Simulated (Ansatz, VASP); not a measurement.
**Ti6AlSiC4 (Ti3Al0.5Si0.5C2, 312 MAX phase): VASP beside Ansatz**

One calculation is typed for both programs; each brings its own data sets. How far apart do they land? The cell is invented: As first built, before any earlier steps moved the atoms (in the runner's words): 2x2x1 conventional cells of the Ti3AlC2 type (48 atoms: 16 C, 4 Al, 4 Si, 24 Ti); Al/Si share their sites, the best of 600 random draws by like-pair counts in two shells; start lattice by linear mixing of the end members' cells; atoms moved at random by 0.02 A. It may not be a known or stable phase. Of the first pair: The structure shown is the start of the Ansatz relaxation below; VASP solves that cell, so the two are compared at the walk's first step.

Program: Ansatz 0.2.0. Level of theory: plane waves, with VASP 6.6.1 beside it; single point at PBE. Results are calculated unless marked as measured.

### 1. The starting structure

The cell holds 48 atoms: 16 C, 4 Al, 4 Si and 24 Ti. Cell: a = 6.130 Å, b = 6.129 Å, c = 18.177 Å, α = 90.0°, β = 90.0°, γ = 120.0°. It derives from Ti3AlC2 (Ti3AlC2 type, space group 194), repeated 2×2×1. As first built, before any earlier steps moved the atoms (in the runner's words): 2x2x1 conventional cells of the Ti3AlC2 type (48 atoms: 16 C, 4 Al, 4 Si, 24 Ti); Al/Si share their sites, the best of 600 random draws by like-pair counts in two shells; start lattice by linear mixing of the end members' cells; atoms moved at random by 0.02 A.

### 2. Ansatz: relaxation, PBE

Ansatz runs on its default PAW (the set named soft_2) files.

The two programs are compared at the cell with which this relaxation starts, whose forces are those of its first step.

input.yaml

```yaml
crystal:
  lattice:
    - [6.1295, 0.0, 0.0]
    - [-3.06475, 5.3083, 0.0]
    - [0.0, 0.0, 18.17675]
  atoms:
    - { symbol: C, position: [0.16931, 0.33427, 0.56926] }
    - { symbol: C, position: [0.33848, 0.16902, 0.06917] }
    - { symbol: C, position: [0.16131, 0.33096, 0.93109] }
    - { symbol: C, position: [0.34046, 0.17275, 0.42905] }
    - { symbol: C, position: [0.1681, 0.83854, 0.57034] }
    - { symbol: C, position: [0.33334, 0.66169, 0.06969] }
    - { symbol: C, position: [0.16595, 0.832, 0.92944] }
    - { symbol: C, position: [0.33108, 0.67281, 0.43006] }
    - { symbol: C, position: [0.66396, 0.33741, 0.57018] }
    - { symbol: C, position: [0.83535, 0.16597, 0.06925] }
    - { symbol: C, position: [0.6649, 0.33467, 0.93077] }
    - { symbol: C, position: [0.83622, 0.16916, 0.43124] }
    - { symbol: C, position: [0.66959, 0.83719, 0.57134] }
    - { symbol: C, position: [0.83427, 0.66648, 0.06965] }
    - { symbol: C, position: [0.65996, 0.82758, 0.93138] }
    - { symbol: C, position: [0.83243, 0.66473, 0.43168] }
    - { symbol: Al, position: [0.00348, 0.00037, 0.75115] }
    - { symbol: Al, position: [0.00028, 0.50152, 0.25205] }
    - { symbol: Al, position: [0.50319, 0.99915, 0.25082] }
    - { symbol: Al, position: [0.50391, 0.49976, 0.2496] }
    - { symbol: Si, position: [0.00587, 0.99912, 0.24862] }
    - { symbol: Si, position: [0.00514, 0.5089, 0.75078] }
    - { symbol: Si, position: [0.4995, 0.99218, 0.7495] }
    - { symbol: Si, position: [0.50373, 0.4989, 0.75158] }
    - { symbol: Ti, position: [0.00292, 0.00196, 0.00199] }
    - { symbol: Ti, position: [0.99813, 0.99872, 0.50026] }
    - { symbol: Ti, position: [0.16487, 0.32744, 0.1305] }
    - { symbol: Ti, position: [0.33446, 0.16655, 0.62983] }
    - { symbol: Ti, position: [0.16835, 0.3384, 0.37122] }
    - { symbol: Ti, position: [0.33472, 0.16384, 0.87084] }
    - { symbol: Ti, position: [0.00013, 0.49695, 0.99942] }
    - { symbol: Ti, position: [0.00261, 0.50469, 0.50098] }
    - { symbol: Ti, position: [0.17086, 0.83496, 0.13013] }
    - { symbol: Ti, position: [0.33934, 0.66778, 0.62962] }
    - { symbol: Ti, position: [0.16545, 0.82627, 0.37103] }
    - { symbol: Ti, position: [0.33675, 0.66997, 0.87078] }
    - { symbol: Ti, position: [0.5026, 0.99804, 0.99994] }
    - { symbol: Ti, position: [0.50355, 0.99535, 0.50004] }
    - { symbol: Ti, position: [0.66659, 0.33341, 0.12853] }
    - { symbol: Ti, position: [0.83398, 0.16303, 0.62766] }
    - { symbol: Ti, position: [0.6665, 0.32921, 0.37152] }
    - { symbol: Ti, position: [0.83259, 0.16443, 0.87072] }
    - { symbol: Ti, position: [0.50097, 0.50201, 0.9994] }
    - { symbol: Ti, position: [0.49703, 0.4949, 0.49978] }
    - { symbol: Ti, position: [0.6607, 0.83343, 0.12857] }
    - { symbol: Ti, position: [0.84291, 0.67174, 0.6289] }
    - { symbol: Ti, position: [0.67059, 0.83461, 0.3698] }
    - { symbol: Ti, position: [0.82778, 0.67103, 0.87148] }
kpoints:
  mp_grid: { grid: [5, 5, 1] }
hamiltonian:
  xc: pbe
scf:
  occupations: { method: methfessel_paxton, width: 0.15 }
output:
  forces: true
  stress: true
relax:
  f_tol: 0.02
  max_steps: 45
  cell: { stress_tol: 0.1 }
```

Run with:

```bash
ansatz run input.yaml --threads 32 --pin off --max-ram 143360MiB --backend cuda --events-out ev --progress --plain --runs-dir out
```

Numbers of over 12 decimals in the logs are rounded to 6 here.

The program printed:

```text
The last accepted step is kept in <dir> (removed where the run ends without a failure and the disk answers)
Engine: ansatz 0.2.0, aarch64-unknown-linux-gnu
Pseudopotentials: kind: paw
Pseudopotential: C, paw, valence charge 4, recommended cutoff 420 eV (normal), C.paw.azcp
Pseudopotential: Al, paw, valence charge 3, recommended cutoff 420 eV (normal), Al.paw.azcp
Pseudopotential: Si, paw, valence charge 4, recommended cutoff 420 eV (normal), Si.paw.azcp
Pseudopotential: Ti, paw, valence charge 12, recommended cutoff 420 eV (normal), Ti.paw.azcp
Functional definition: PBE
  parameter kappa = 0.804
  parameter beta = 0.066725
  exchange = pbe_x(kappa = kappa, mu = beta*pi^2/3)
  correlation = pbe_c(beta = beta)
device memory: the entry about to start is reckoned to put 23.7 GiB on a device that reports 182.5 GiB free
GPU FFT provider: cuFFT
GPU libraries: cuBLAS 13.8.1, cuFFT 12.4.0, cuSOLVER 12.3.2
GPU matrix products: emulated (plane waves: as basis.precision tells), large ones in fixed point in workspaces of 1.00 GiB
Crystal: 48 atoms, lattice volume = 591.421 Å³
Basis set: ecut = 420 eV, 11527 PW (Γ), exchange–correlation on 90×90×250 points (8 copies of the dense FFT grid, shifted against one another)
Bands: 238, of which v1, the nominal top of the filled ones, is band 190 counted from 1 (189 counted from 0)
Symmetry: 1 space group operations
Space group: P1 (ITA 1), of the structure as read, at distance tolerance 8.4e-5 Å
k-points: 13 of 25 (time reversal used)
Non-local potential: C, projectors of the file, l = 0: 2, l = 1: 2, l = 2: 1
Non-local potential: Al, projectors of the file, l = 0: 2, l = 1: 2, l = 2: 1
Non-local potential: Si, projectors of the file, l = 0: 2, l = 1: 2, l = 2: 2
Non-local potential: Ti, projectors of the file, l = 0: 3, l = 1: 2, l = 2: 3, l = 3: 1
PAW form: soft (Blöchl's): semilocal exchange-correlation on the pseudo side does not see the compensation charge
PAW one-centre angular grid: C, 110 points (default); XC on 64 Gauss nodes
PAW one-centre angular grid: Al, 110 points (default); XC on 64 Gauss nodes
PAW one-centre angular grid: Si, 110 points (default); XC on 64 Gauss nodes
PAW one-centre angular grid: Ti, 590 points (default); XC on 64 Gauss nodes
Initial density: superposition of atomic densities (neutral atoms: chi_scale 0, normalization atom), corrected by the library's trained network
Initial wavefunctions: pseudopotential atomic-orbital guess
GPU buffer pool allocated for 253125 grid points (all kernels)
GPU transforms: local potential and band sums: pruned to the plane-wave sphere, on 45×45×125
Functional: x = pbe(κ = 0.804, μ = 0.219515), c = pbe(β = 0.066725)
SCF iter   1: F=—  HF=-68738.638163 eV  |F-HF|=—  |Δ(HF+E_count)|=         —  Δρ=2.82e-3  dr2=5.00e-1  ethr=1.77e-3  ⟨swp⟩=5.8  Hψ=12256  notcnv=0
preconditioner: auto → Kerker (q_TF=auto, 2.534 Å⁻¹)  [metal: Δε(μ)=0.084 eV  Ē_g=6.062 eV  σ=0.150 eV  W_gap=0.44  n_scr=176 (ndim 8)  ℏωp=20.9 eV  f_vac=0.000  D(μ)=8.40/eV (n_scr^D=50)]
SCF iter   2: F=—  HF=-68738.622896 eV  |F-HF|=—  |Δ(HF+E_count)|=   1.53e-2  S|Δr|=    0.00e0  Δρ=1.59e-3  dr2=2.46e-1  ethr=1.32e-4  ⟨swp⟩=1.0  Hψ=3562  notcnv=0
SCF iter   3: F=—  HF=-68738.615048 eV  |F-HF|=—  |Δ(HF+E_count)|=   7.85e-3  S|Δr|=    0.00e0  Δρ=3.86e-4  dr2=1.78e-2  ethr=6.48e-5  ⟨swp⟩=2.0  Hψ=2862  notcnv=0
SCF iter   4: F=—  HF=-68738.616758 eV  |F-HF|=—  |Δ(HF+E_count)|=   1.71e-3  S|Δr|=    0.00e0  Δρ=2.35e-4  dr2=1.46e-3  ethr=4.68e-6  ⟨swp⟩=1.9  Hψ=3082  notcnv=0
SCF iter   5: F=—  HF=-68738.611436 eV  |F-HF|=—  |Δ(HF+E_count)|=   5.32e-3  S|Δr|=    0.00e0  Δρ=1.07e-4  dr2=2.24e-4  ethr=3.84e-7  ⟨swp⟩=2.0  Hψ=3774  notcnv=0
SCF iter   6: F=—  HF=-68738.611419 eV  |F-HF|=—  |Δ(HF+E_count)|=   1.65e-5  S|Δr|=    0.00e0  Δρ=2.84e-5  dr2=2.20e-5  ethr=5.90e-8  ⟨swp⟩=2.0  Hψ=3620  notcnv=0
SCF iter   7: F=—  HF=-68738.613076 eV  |F-HF|=—  |Δ(HF+E_count)|=   1.66e-3  S|Δr|=    0.00e0  Δρ=7.59e-6  dr2=8.24e-7  ethr=5.79e-9  ⟨swp⟩=2.0  Hψ=4088  notcnv=0
SCF iter   8: F=—  HF=-68738.613076 eV  |F-HF|=—  |Δ(HF+E_count)|=   7.55e-8  S|Δr|=    0.00e0  Δρ=2.64e-6  dr2=1.00e-7  ethr=2.63e-11  ⟨swp⟩=4.0  Hψ=9204  notcnv=0
SCF iter   9: F=-68738.613076 eV  HF=-68738.613076 eV  |F-HF|=3.70e-9  |Δ(HF+E_count)|=   8.70e-9  S|Δr|=    0.00e0  Δρ=7.08e-7  dr2=5.15e-9  ethr=2.63e-11  ⟨swp⟩=3.0  Hψ=7382  notcnv=0
SCF 1 converged in 9 iterations: F = -68738.613076 eV  dr2 = 5.15e-9
  greatest PAW one-centre occupation: 0.999 electrons in one spin orbital (limit 2), on the Ti atom at site 42 (counted from 0), in its partial waves of l = 0
relax step   1: F+E_penalty+E_count = -68738.61307572 eV  Δ(F+E_penalty+E_count) = +0.000e0 eV  max|allowed force component| = 1.164e0 eV/Å  Δτ_max = 0.0000 Å  P = +2.479 GPa  Ω = 591.421 Å³  (9 SCF iters, dr2 threshold 1.00e-7 eV, accepted)
[...]
relax step   3: F+E_penalty+E_count = -68739.27498835 eV  Δ(F+E_penalty+E_count) = -2.499e-1 eV  max|allowed force component| = 3.024e-1 eV/Å  Δτ_max = 0.0832 Å  P = -0.068 GPa  Ω = 595.744 Å³  energy of the carried Pulay correction = -4.274e-3 eV  (8 SCF iters, dr2 threshold 4.80e-6 eV, accepted)
[...]
relax step   4: F+E_penalty+E_count = -68739.30514751 eV  Δ(F+E_penalty+E_count) = -3.016e-2 eV  max|allowed force component| = 1.384e-2 eV/Å  Δτ_max = 0.0256 Å  P = -0.004 GPa  Ω = 595.479 Å³  energy of the carried Pulay correction = -4.013e-3 eV  (6 SCF iters, dr2 threshold 4.80e-6 eV, accepted)
[...]
relax step   5: F+E_penalty+E_count = -68739.30918750 eV  Δ(F+E_penalty+E_count) = -4.040e-3 eV  max|allowed force component| = 1.373e-2 eV/Å  Δτ_max = 0.0000 Å  P = +0.003 GPa  Ω = 595.479 Å³  stress off target by 1.84e-2 GPa  SCF on the basis re-selected at this cell (its energy is not comparable with the rows above)  (5 SCF iters)
basis re-selected at this cell: Δ(F+E_penalty+E_count) = -4.040e-3 eV, ΔP = +0.007 GPa vs the last step (what re-selecting the basis moved, of the pressure what is left beyond the Pulay correction that the steps carried, after the strain that the cell walked since its last selection, with what the two solves' SCF thresholds leave and, on support functions, any second-order correction that the steps lacked; it is no m [...]
SCF converged after 5 iterations
Stability not checked: this state was not tested for a lower state beside it, because cold or Methfessel-Paxton smearing, or corrected tetrahedra, fill the levels in a way that the test cannot read (fill_not_monotonic; see scf.lower_state_search)
Free energy (F): -68739.309187 eV
Harris-Foulkes:  -68739.309188 eV  (|F-HF|=1.64e-9)
Internal energy: -68739.329110 eV  (E = F + TS)
E sigma→0 (E₀):  -68739.314168 eV
Entropy (-TS):   0.019922 eV (0.415 meV/atom)
Fermi energy:    12.887117 eV
Step filling:    the computed levels leave a gap of 0.0000 eV = 0.0 smearing widths at the electron count; against every level under it full and every level over it empty, smearing changes F+E_penalty+E_count by +10.069 meV and its σ→0 estimate by +5.089 meV
--- Per-component energies (eV) ---
  E_band       = -3333.764173
  E_kinetic    = 8241.880186
  E_local      = -31587.103236  (includes V_loc(G=0)·N_el)
  E_nonlocal   = 718.636209
  E_hartree    = 13862.196254
  E_xc         = -3525.176903
  E_vxc        = -4233.499758  (∫ρ·V_xc dr)
  E_paw        = -30626.860865  (= ΣΔE_a)
  E_vpaw       = -4198.073727  (= ΣTr[D̂ρ^β])
  E_aug_tail   = 0.003257  (compensation charges beyond the density's cutoff)
  E_ewald      = -25822.904011
  E_smearing   = 0.019922  (= −TS)
  E_closure    = 0.000000  (closes the sum)
  Σ components = -68739.309187   (vs F -68739.309187, Δ=0.00e0)
--- Forces (eV/Å), atoms counted from 1 ---
  atom   1  C     -0.00017131    -0.00100780    -0.00813520
  atom   2  C      0.00163112    -0.00030534     0.00777147
  atom   3  C      0.00113523    -0.00007683     0.00711196
  atom   4  C      0.00139599    -0.00079656    -0.00891294
  atom   5  C     -0.00040439     0.00109283    -0.00906367
  atom   6  C     -0.00100619    -0.00093738     0.00366362
  atom   7  C     -0.00172958     0.00117321     0.00936356
  atom   8  C      0.00127350    -0.00117652    -0.00581422
  atom   9  C      0.00087311    -0.00125458    -0.00278245
  atom  10  C     -0.00092425     0.00113247     0.01050066
  atom  11  C      0.00055939    -0.00042321     0.00252791
  atom  12  C     -0.00040712     0.00121136    -0.00935368
  atom  13  C      0.00305870    -0.00110028    -0.00882297
  atom  14  C     -0.00126403    -0.00103629     0.00707943
  atom  15  C      0.00108738     0.00200693     0.00972885
  atom  16  C      0.00093151    -0.00222709    -0.00902175
  atom  17  Al     0.00040147    -0.00242744     0.00053399
  atom  18  Al     0.00089484     0.00007377    -0.00101142
  atom  19  Al    -0.00007918    -0.00041050     0.00056164
  atom  20  Al     0.00090423     0.00025034     0.00024923
  atom  21  Si     0.00059910     0.00021767     0.00003591
  atom  22  Si     0.00257403     0.00042774    -0.00051886
  atom  23  Si     0.00001244    -0.00106316    -0.00036528
  atom  24  Si    -0.00201479     0.00215235    -0.00005977
[...]
atom  41  Ti     0.00026958     0.00010256     0.00642213
  atom  42  Ti    -0.00226878     0.00097919     0.00258767
  atom  43  Ti     0.00042422     0.00049309    -0.00602854
  atom  44  Ti    -0.00004026     0.00012775     0.00827971
  atom  45  Ti     0.00207786     0.00160607    -0.00352302
  atom  46  Ti    -0.00271090    -0.00230929    -0.00413346
  atom  47  Ti     0.00268148     0.00270232     0.00419799
  atom  48  Ti     0.00077552    -0.00358296     0.00333093
  max |Σ_I F_I| component: 3.09e-6 eV/Å
--- Stress (GPa, compression-positive) ---
        0.005441       0.002009      -0.005010
        0.002009       0.017350      -0.004068
       -0.005010      -0.004068      -0.014221
  P = ⅓ Tr σ = 0.0029 GPa (0.029 kbar)
--- Band table (eV; the first three rows and the last of 13) ---
--- Relaxed structure (4 steps of the walk, 4 accepted, 1 SCFs on fresh bases) ---
  F+E_penalty+E_count = -68739.30918750 eV   max|allowed force component| = 1.373e-2 eV/Å   (the final SCF, on the basis selected at the relaxed cell)
  cell:  # Å, volume = 595.4790 Å³
    - [6.150964, -3.416226687149821e-5, 8.972019779155995e-5]
    - [-3.075512, 5.326648, 2.899627257641108e-5]
    - [0.000266061, 0.0002529, 18.174841]
  atoms:
    [... one line an atom ...]
```

The column dr2 measures how far the density is from self-consistency, as an energy; F and HF (Harris–Foulkes) agree once it is small.

[end of part 1 of 3]

[Lines on the potential files, build, host, timing and source positions are cut from VASP's logs without a mark.]

[Logs are printed without paths, hosts, clocks, repeated set-up lines and the standing remarks that a program may print on its own settings, such as how far it seeks lower states.]

[Hosts, paths, dates, database ids (printed as entryN), source tags and the programs' standing remarks are cut or masked in the printed files.]
